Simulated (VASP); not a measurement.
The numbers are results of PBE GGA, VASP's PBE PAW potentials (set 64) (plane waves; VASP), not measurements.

The input files of a VASP run:

File POSCAR:
```
Pt2C
1
    2.9514340000     0.0000000000     0.0000000000
   -1.4757160000     2.5560160000     0.0000000000
    0.0000000000     0.0000000000     4.7612750000
C Pt
1 2
Direct
  0.0000000000   0.0000000000   0.0000000000
  0.3333330000   0.6666670000   0.2520000000
  0.6666670000   0.3333330000   0.7480000000
```

### INCAR
```
ALGO=Normal
EDIFF=1E-6
ENCUT=400
GGA=PE
ISIF=2
ISMEAR=0
LASPH=.TRUE.
LCHARG=.FALSE.
LMAXMIX=6
LREAL=.FALSE.
LWAVE=.FALSE.
NELM=100
PREC=Accurate
SIGMA=0.136
SYSTEM=Pt2C
```

File KPOINTS:
```
Automatic mesh
0
gamma
9 9 5
0 0 0
```

POTCAR, in this order: C Pt (PBE.64 set). Program: vasp_std.

Output

File OUTCAR:
```
 ion  position               nearest neighbor table
   1  0.000  0.000  0.000-   2 2.08   3 2.08   2 2.08   3 2.08   3 2.08   2 2.08
   2  0.333  0.667  0.252-   1 2.08   1 2.08   1 2.08   3 2.91   3 2.91   3 2.91   3 2.94   3 2.94
                             3 2.94
   3  0.667  0.333  0.748-   1 2.08   1 2.08   1 2.08   2 2.91   2 2.91   2 2.91   2 2.94   2 2.94
                             2 2.94
  LATTYP: Found a hexagonal cell.
 ALAT       =     2.9514340000
 C/A-ratio  =     1.6132073426
 Subroutine PRICEL returns:
 Original cell was already a primitive cell.
 Subroutine GETGRP returns: Found 12 space group operations
The static configuration has the point symmetry D_3d.
The dynamic configuration has the point symmetry D_3d.
 Subroutine INISYM returns: Found 12 space group operations
 Subroutine IBZKPT returns following result:
 Found     50 irreducible k-points:

 Following reciprocal coordinates:
            Coordinates               Weight
  0.000000  0.000000  0.000000      1.000000
  0.111111  0.000000  0.000000      6.000000
  0.222222  0.000000  0.000000      6.000000
  0.333333  0.000000  0.000000      6.000000
  0.444444  0.000000  0.000000      6.000000
  0.111111  0.111111  0.000000      6.000000
  0.222222  0.111111  0.000000     12.000000
  0.333333  0.111111  0.000000     12.000000
  0.444444  0.111111  0.000000      6.000000
  0.222222  0.222222  0.000000      6.000000
  0.333333  0.222222  0.000000     12.000000
  0.333333  0.333333  0.000000      2.000000
  0.000000  0.000000  0.200000      2.000000
  0.111111  0.000000  0.200000      6.000000
  0.000000  0.111111  0.200000      6.000000
  0.222222  0.000000  0.200000      6.000000
  0.000000  0.222222  0.200000      6.000000
  0.333333  0.000000  0.200000      6.000000
  0.000000  0.333333  0.200000      6.000000
  0.444444  0.000000  0.200000      6.000000
...
```

File OSZICAR:
```
       N       E                     dE             d eps       ncg     rms          rms(c)
DAV:   1     0.105865408549E+03    0.10587E+03   -0.11113E+04  1600   0.118E+03
DAV:   2    -0.178112478369E+02   -0.12368E+03   -0.12119E+03  2008   0.258E+02
DAV:   3    -0.208156772531E+02   -0.30044E+01   -0.29856E+01  1760   0.425E+01
DAV:   4    -0.208389125023E+02   -0.23235E-01   -0.23230E-01  1952   0.394E+00
DAV:   5    -0.208391005661E+02   -0.18806E-03   -0.18806E-03  1816   0.344E-01    0.307E+01
DAV:   6    -0.190722096701E+02    0.17669E+01   -0.93288E+00  1904   0.265E+01    0.141E+01
DAV:   7    -0.189014229197E+02    0.17079E+00   -0.15081E+00  1720   0.986E+00    0.926E+00
DAV:   8    -0.188640617592E+02    0.37361E-01   -0.11538E-01  1728   0.293E+00    0.522E-01
DAV:   9    -0.188589997238E+02    0.50620E-02   -0.24149E-02  1840   0.111E+00    0.186E-01
DAV:  10    -0.188590499210E+02   -0.50197E-04   -0.24247E-03  1720   0.421E-01    0.616E-02
DAV:  11    -0.188590540937E+02   -0.41727E-05   -0.51948E-05  2168   0.631E-02    0.173E-02
DAV:  12    -0.188590538193E+02    0.27442E-06   -0.90430E-06  1840   0.247E-02
   1 F= -.18859054E+02 E0= -.18853248E+02  d E =-.116111E-01
```

File OUTCAR:
```
------------------------ aborting loop because EDIFF is reached ----------------------------------------
  FORCE on cell =-STRESS in cart. coord.  units (eV):
  Direction    XX          YY          ZZ          XY          YZ          ZX
  --------------------------------------------------------------------------------------
  Total        6.7056891      6.7056848      4.2069785      0.0000026      0.0000000      0.0000000
  in kB      299.1121719    299.1119796    187.6553582      0.0001170      0.0000000      0.0000000
  external PRESSURE =     261.9598366 kB  Pullay stress =       0.0000000 kB
  volume of cell :       35.92
      direct lattice vectors                 reciprocal lattice vectors
     2.951434000  0.000000000  0.000000000     0.338818351  0.195616796  0.000000000
    -1.475716000  2.556016000  0.000000000     0.000000000  0.391233858  0.000000000
     0.000000000  0.000000000  4.761275000     0.000000000  0.000000000  0.210027776
 POSITION                                       TOTAL-FORCE (eV/Angst)
 -----------------------------------------------------------------------------------
      0.00000      0.00000      0.00000         0.000000      0.000000      0.000000
     -0.00000      1.70401      1.19984        -0.000000     -0.000000      1.541353
      1.47572      0.85200      3.56143        -0.000000      0.000000     -1.541353
 -----------------------------------------------------------------------------------
    total drift:                               -0.000000      0.000000      0.000000
  FREE ENERGIE OF THE ION-ELECTRON SYSTEM (eV)
  ---------------------------------------------------
  free  energy   TOTEN  =       -18.8590538193 eV

  energy  without entropy=      -18.8474426717  energy(sigma->0) =      -18.85324825
```
(Selected blocks of OUTCAR.)

File OUTCAR:
```
 val. band max:       11.9472645274   @ k =   0.3333   0.1111   0.0000

 cond. band min:      11.9949983823   @ k =   0.2222   0.1111   0.0000


 Fermi energy:        11.9769365160

 k-point     1 :       0.0000    0.0000    0.0000
  band No.  band energies     occupation
      1      -3.7008      2.00000
      2       2.3846      2.00000
      3       5.1825      2.00000
      4       5.1825      2.00000
      5       6.8725      2.00000
      6       7.3049      2.00000
      7       7.5563      2.00000
      8       7.5563      2.00000
      9       7.9850      2.00000
     10       7.9850      2.00000
     11       9.1823      2.00000
     12       9.1823      2.00000
     13      11.3330      2.00000
     14      15.9518      0.00000
     15      15.9518      0.00000
     16      19.2772      0.00000

 k-point     2 :       0.1111    0.0000    0.0000
  band No.  band energies     occupation
      1      -3.4749      2.00000
      2       2.6931      2.00000
      3       4.5397      2.00000
      4       5.2297      2.00000
      5       6.7762      2.00000
      6       7.1605      2.00000
      7       7.5895      2.00000
      8       7.7516      2.00000
      9       7.7809      2.00000
     10       7.8922      2.00000
     11       9.4627      2.00000
     12       9.8968      2.00000
     13      11.6614      1.99896
     14      15.4548      0.00000
     15      15.8442      0.00000
     16      19.5841      0.00000

 k-point     3 :       0.2222    0.0000    0.0000
  band No.  band energies     occupation
      1      -2.8833      2.00000
      2       3.3346      2.00000
      3       3.6697      2.00000
      4       5.1866      2.00000
      5       6.1148      2.00000
      6       6.7413      2.00000
      7       7.4710      2.00000
      8       7.9821      2.00000
      9       8.2563      2.00000
     10       8.5113      2.00000
     11       9.8755      2.00000
     12      11.1231      2.00000
     13      12.4395      0.00000
...
```

At this cut-off the stress carries a Pulay error, which pulls relaxed volumes low. Unless said otherwise, spin-orbit coupling is left out, though it shifts the bands of the heavy elements here.

The structure was generated: Pt2C was put into an ordered model structure, which need not be its known phase. The cell was not relaxed at this level, and its volume differs by -5.9 % from the start's.
